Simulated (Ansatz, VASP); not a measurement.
# SiWSN2: VASP beside Ansatz

```xyz
5
Lattice="3.5985 0.0000 0.0000 0.0000 3.5985 0.0000 0.0000 0.0000 4.4064" Properties=species:S:1:pos:R:3 pbc="T T T"
Si    0.0000    0.0000    0.0000
W     1.7993    1.7993    2.2032
S     0.0000    0.0000    2.2032
N     1.7993    0.0000    0.0000
N     0.0000    1.7993    0.0000
```

Alike in both runs: functional PBE; k mesh 4 × 4 × 4; occupations gaussian, width 0.1 eV; no spin polarisation.

Ansatz relaxed the structure, and its values are those at the end. VASP's run is a single point on that final structure, the one shown.

```csv
,VASP,Ansatz
version,VASP 6.6.1,Ansatz 0.2.0
potentials or method,"VASP PAW PBE potentials, release 64 (Si, W_sv, S, N)","scalar-relativistic, plane waves, PAW"
plane-wave cutoff (eV),520,420
valence electrons in the cell,34,34
```

|  | VASP | Ansatz | Ansatz less VASP |
| --- | --- | --- | --- |
| gap on the k mesh at the Fermi level (eV) | none | none | - |
| pressure (GPa) | 0.0 | 0.1 | +0.09 |

A gap of «none» marks a metal or a gap that the smearing closes.

Caveats: the k mesh is coarse (spacing up to 0.44 Å⁻¹), so the values aren't converged. The runs have no spin-orbit coupling, so splittings on W are missing.
